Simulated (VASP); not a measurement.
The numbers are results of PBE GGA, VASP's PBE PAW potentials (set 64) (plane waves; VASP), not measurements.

A VASP calculation is set up with these files.

File POSCAR:
```
BN
15.2966590
  0.0821380657  -0.1422673286   0.0000000000
  0.0821380657   0.1422673286   0.0000000000
  0.0000000000   0.0000000000   0.5000000030
B N
2 2
Cartesian
  0.0821380657   0.0474225377   0.1250000008
  0.0821380657  -0.0474225377   0.3750000023
  0.0821380657  -0.0474225377   0.1250000008
  0.0821380657   0.0474225377   0.3750000023
```

### INCAR
```
SYSTEM = BN
PREC = Accurate; ENCUT = 520; LREAL = .FALSE.
LASPH = .TRUE.; ICHARG = 11
EDIFF = 1E-7; NELM = 100; ALGO = Normal
ISMEAR = 0; SIGMA = 0.05
GGA = PE
LWAVE = .FALSE.; LCHARG = .FALSE.; LORBIT = 11
```

**KPOINTS**
```
k-points along high-symmetry lines
10
Line-mode
Reciprocal
  0.000000   0.000000   0.000000 ! GAMMA
 -0.000000   0.500000   0.000000 ! M

 -0.000000   0.500000   0.000000 ! M
 -0.333333   0.666667   0.000000 ! K

 -0.333333   0.666667   0.000000 ! K
  0.000000   0.000000   0.000000 ! GAMMA

  0.000000   0.000000   0.000000 ! GAMMA
  0.000000   0.000000   0.500000 ! A

  0.000000   0.000000   0.500000 ! A
 -0.000000   0.500000   0.500000 ! L

 -0.000000   0.500000   0.500000 ! L
 -0.333333   0.666667   0.500000 ! H

 -0.333333   0.666667   0.500000 ! H
  0.000000   0.000000   0.500000 ! A

 -0.000000   0.500000   0.500000 ! L
 -0.000000   0.500000   0.000000 ! M

 -0.333333   0.666667   0.500000 ! H
 -0.333333   0.666667   0.000000 ! K
```

POTCAR, in this order: B N (PBE.64 set). Program: vasp_std. Read from the step before: CHGCAR.

Output of the run:

**OSZICAR**
```
       N       E                     dE             d eps       ncg     rms          rms(c)
DAV:   1     0.648181206292E+02    0.64818E+02   -0.79172E+03  2168   0.119E+03
DAV:   2    -0.283700222764E+02   -0.93188E+02   -0.82800E+02  3112   0.240E+02
DAV:   3    -0.330819030675E+02   -0.47119E+01   -0.46716E+01  2640   0.583E+01
DAV:   4    -0.331424292434E+02   -0.60526E-01   -0.60478E-01  2716   0.690E+00
DAV:   5    -0.331436319226E+02   -0.12027E-02   -0.12024E-02  2728   0.881E-01
DAV:   6    -0.331436711120E+02   -0.39189E-04   -0.39179E-04  2744   0.135E-01
DAV:   7    -0.331436726703E+02   -0.15583E-05   -0.15582E-05  2728   0.227E-02
DAV:   8    -0.331436727336E+02   -0.63290E-07   -0.63262E-07  2344   0.393E-03
   1 F= -.33143673E+02 E0= -.33143673E+02  d E =-.176878E-15
```

**OUTCAR**
```
 val. band max:        1.1809072984   @ k =  -0.2963   0.6481   0.0000

 cond. band min:       5.6459630146   @ k =   0.0000   0.5000   0.0000



 k-point     1 :       0.0000    0.0000    0.0000
  band No.  band energies     occupation
      1     -16.4687      2.00000
      2     -16.3770      2.00000
      3      -4.4962      2.00000
      4      -3.4813      2.00000
      5      -0.1699      2.00000
      6      -0.1698      2.00000
      7      -0.1619      2.00000
      8      -0.1618      2.00000
      9       5.7992      0.00000
     10       9.8394      0.00000
     11      12.1817      0.00000
     12      12.6764      0.00000

 k-point     2 :       0.0000    0.0556    0.0000
  band No.  band energies     occupation
      1     -16.4093      2.00000
      2     -16.3183      2.00000
      3      -4.4149      2.00000
      4      -3.4049      2.00000
      5      -0.4229      2.00000
      6      -0.4183      2.00000
      7      -0.2873      2.00000
      8      -0.2788      2.00000
      9       5.9090      0.00000
     10       9.8629      0.00000
     11      12.2333      0.00000
     12      12.6526      0.00000

 k-point     3 :       0.0000    0.1111    0.0000
  band No.  band energies     occupation
      1     -16.2324      2.00000
      2     -16.1435      2.00000
      3      -4.1724      2.00000
      4      -3.1771      2.00000
      5      -1.1230      2.00000
      6      -1.1193      2.00000
      7      -0.6064      2.00000
      8      -0.5965      2.00000
      9       6.2193      0.00000
     10       9.9101      0.00000
     11      12.1532      0.00000
     12      12.5636      0.00000

 k-point     4 :       0.0000    0.1667    0.0000
  band No.  band energies     occupation
      1     -15.9426      2.00000
      2     -15.8573      2.00000
      3      -3.7731      2.00000
      4      -2.8037      2.00000
      5      -2.1299      2.00000
      6      -2.1237      2.00000
      7      -1.0496      2.00000
...
```

The density is held fixed in this step, so its total energy and stress have no physical meaning. Without a dispersion term in the relaxation, distances and binding between the weakly bound layers, chains or molecules are unreliable, and so is what depends on them.

The compound is BN in the hex structure. It was relaxed first, which changed the volume by +16 %.
